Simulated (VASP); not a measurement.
An input for Quantum ESPRESSO's pw.x (written as the equivalent of a VASP run, and not itself run):

```
&CONTROL
  calculation = 'scf'
  pseudo_dir = './pseudo'
  outdir = './out'
  tprnfor = .true.
  tstress = .true.
/
&SYSTEM
  ibrav = 0
  nat = 2
  ntyp = 2
  ecutwfc = 92
  occupations = 'smearing'
  smearing = 'gaussian'
  degauss = 0.003675
  input_dft = 'vdw-df-cx'
/
&ELECTRONS
  conv_thr = 7.3e-09
  electron_maxstep = 100
/
ATOMIC_SPECIES
  Cu 63.546 Cu.upf
  I 126.904 I.upf
CELL_PARAMETERS angstrom
     0.0000000    2.9289295    2.9289295
     2.9289295    0.0000000    2.9289295
     2.9289295    2.9289295    0.0000000
ATOMIC_POSITIONS crystal
  Cu   0.0000000  0.0000000  0.0000000
  I    0.2500000  0.2500000  0.2500000
K_POINTS automatic
  8 8 8 0 0 0
```

### Question
Translate this input to VASP (INCAR, KPOINTS, POSCAR, choice of POTCAR).

### Answer
This is not unique; one that fits is 
### POSCAR
```
CuI
1
    0.0000000000     2.9289294906     2.9289294906
    2.9289294906     0.0000000000     2.9289294906
    2.9289294906     2.9289294906     0.0000000000
Cu I
1 1
Direct
  0.0000000000   0.0000000000   0.0000000000
  0.2500000000   0.2500000000   0.2500000000
```

**INCAR**
```
SYSTEM = CuI
PREC = Accurate
ENCUT = 520
EDIFF = 1E-7
NELM = 100
ALGO = Normal
LREAL = .FALSE.
LASPH = .TRUE.
ISMEAR = 0
SIGMA = 0.05
GGA = CX
LUSE_VDW = .TRUE.
AGGAC = 0.0
LMAXMIX = 4
LWAVE = .FALSE.
LCHARG = .FALSE.
ISIF = 2
```

**KPOINTS**
```
Automatic mesh
0
Gamma
8 8 8
0 0 0
```

POTCAR, in this order: Cu I (PBE.64 set). Program: vasp_std.

What does not carry over: the potentials are each code's own (VASP's PAW set, PseudoDojo norm-conserving files in pw.x), so ENCUT and ecutwfc are chosen apart and not converted; conv_thr bounds pw.x's estimated SCF error, while EDIFF bounds the energy change between steps.

The compound is CuI in the zinc blende structure. This cell is one point of a volume scan, at 0.94 of the reference volume.
